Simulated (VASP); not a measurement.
Data:

```
InP
1.0
    3.39277     0.00000     0.00000
    0.00000     3.39277     0.00000
    0.00000     0.00000     3.39277
In P
1 1
Direct
  0.00000   0.00000   0.00000
  0.50000   0.50000   0.50000
```

All values below come from PBEsol GGA, VASP's PBE PAW potentials (set 64) (plane waves; VASP). Numerical set-up: 400 eV cut-off, Gaussian smearing of 0.050 eV, potentials In_d P.

### Question
Give the energies of bands 7 to 12 at the high-symmetry points, in eV from the Fermi level.

### Answer

```
band      Γ      X      M      R
----  -----  -----  -----  -----
7     -1.30  -7.76  -5.08  -2.36
8     -0.90   0.87  -5.08  -2.36
9     -0.90   0.87  -3.81  -2.36
10    -0.90   2.80   1.27  -0.48
11     4.68   3.92   6.90  -0.36
12     4.68   5.09   6.90  -0.36
```

It has no gap at this level: it comes out as a metal or semimetal.

The structure was generated: InP was put into the CsCl type type (Pm-3m), which need not be its known phase. It was relaxed first, which changed the volume by +15 %. VASP warned that the highest band is occupied, so more bands are needed.
